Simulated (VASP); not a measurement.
Given:

```yaml
crystal:
  lattice:
    - [2.25280, -3.98975, 0.00000]
    - [2.25280, 3.98975, 0.00000]
    - [0.00000, 0.00000, 4.75550]
  atoms:
    - { symbol: Ga, position: [0.15570, 0.84430, 0.91820] }
    - { symbol: Ga, position: [0.34430, 0.65570, 0.41820] }
    - { symbol: Ga, position: [0.65570, 0.34430, 0.58180] }
    - { symbol: Ga, position: [0.84430, 0.15570, 0.08180] }
```

All values below come from PBE GGA, VASP's PBE PAW potentials (set 64) (plane waves; VASP 6.6.1). Numerical set-up: 480 eV cut-off, 8×8×6 Γ-centred mesh, first-order Methfessel-Paxton smearing of 0.10 eV, potentials Ga_d.

### Question
Give the force on each atom (eV/Å).

### Answer

| atom | Fx | Fy | Fz |
|---|---|---|---|
| Ga1 | 0.000 | 0.037 | 0.044 |
| Ga2 | 0.000 | -0.037 | 0.044 |
| Ga3 | 0.000 | 0.037 | -0.044 |
| Ga4 | 0.000 | -0.037 | -0.044 |

### Question
Give the stress tensor in GPa (positive for a compressed cell).

### Answer

```
-0.90   0.00   0.00
 0.00  -2.83   0.00
 0.00   0.00  -2.35
```
The pressure is its mean diagonal, -2.03 GPa.

The compound is Ga in the alpha structure. This cell was strained or had an atom moved on purpose.
